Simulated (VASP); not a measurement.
The input files of a VASP run:

### POSCAR
```
Y
1
   -1.9844801729     1.9844801729     1.9844801729
    1.9844801729    -1.9844801729     1.9844801729
    1.9844801729     1.9844801729    -1.9844801729
Y
1
Direct
  0.0000000000   1.0000000000   0.0000000000
```

**INCAR**
```
# general
SYSTEM   =  Y
PREC     =  Accurate
ENCUT    =  400   # plane-wave cut-off (eV)
LREAL    =  .FALSE.   # projection in real space or not
LASPH    =  .TRUE.   # aspherical one-centre terms

# electronic loop
EDIFF    =  1E-7   # SCF stop (eV)
NELM     =  100   # most electronic steps
ALGO     =  Normal   # blocked Davidson
LMAXMIX  =  4   # l cut-off of mixed one-centre charges

# smearing
ISMEAR   =  -5   # tetrahedra, Bloechl

# functional
GGA      =  PS

# ions
ISIF     =  2

# output
LWAVE    =  .FALSE.
LCHARG   =  .TRUE.
LORBIT   =  11   # lm-projected
NEDOS    =  601   # DOS grid
```

### KPOINTS
```
Automatic mesh
0
G
14 14 14
0 0 0
```

POTCAR, in this order: Y_sv (PBE.64 set). Program: vasp_std.

### Question
Write an equivalent input for Ansatz.

### Answer
One equivalent input (not run):
Ansatz 0.2 input:
```yaml
crystal:
  lattice:
    - [-1.9844802, 1.9844802, 1.9844802]
    - [1.9844802, -1.9844802, 1.9844802]
    - [1.9844802, 1.9844802, -1.9844802]
  atoms:
    - { symbol: Y, position: [0.0000000, 1.0000000, 0.0000000] }
kpoints:
  mp_grid: { grid: [14, 14, 14] }
hamiltonian:
  xc: pbesol
  pseudopotentials: { kind: paw }
scf:
  occupations: { method: tetrahedron }
  max_iter: 100
output: { forces: true, stress: true, eigenvalues: true }
```
Limits of the translation: each code has its own PAW files, so the cut-off isn't converted (ENCUT is set for VASP's; basis.ecutwfc is left out, and Ansatz then takes the one that its files recommend); Ansatz stops its SCF on the density residual and VASP on the energy change (EDIFF).

The structure was generated: Y was put into the bcc type (Im-3m), which need not be its known phase. It was relaxed first, which changed the volume by -5 %.
